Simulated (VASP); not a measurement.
Data:

```
CELL_PARAMETERS angstrom
      3.74104     0.00000     0.00000
     -1.87052     3.23984     0.00000
      0.00000     0.00000     6.83443
ATOMIC_POSITIONS crystal
  Ru 0.33333 0.66667 0.00824
  Ru 0.66667 0.33333 0.50824
  Se 0.33333 0.66667 0.36676
  Se 0.66667 0.33333 0.86676
```

Level of theory: PBE GGA, VASP's PBE PAW potentials (set 64) (plane waves; VASP 6.6.1). Run with 400 eV cut-off, 11×11×5 Γ-centred mesh, tetrahedra with Blöchl corrections, potentials Ru_pv Se.

For a metal the tetrahedron method with Blöchl corrections gives inexact stress and forces.

Question: Estimate the energy per atom (σ→0), largest force, band gap (on the k-mesh) with the smallest direct gap where there is one.

Answer: 
The band gap (on the k-mesh) is none (metal, semimetal or under 0.01 eV) and the energy per atom (σ→0) comes out as -6.176 eV/atom. The largest force comes out as 0.094 eV/Å.

Only differences to runs with the same potentials and settings are physical.

The structure was generated: RuSe was put into the wurtzite type (P6_3mc), which need not be its known phase. It was relaxed first, which changed the volume by -29 %.
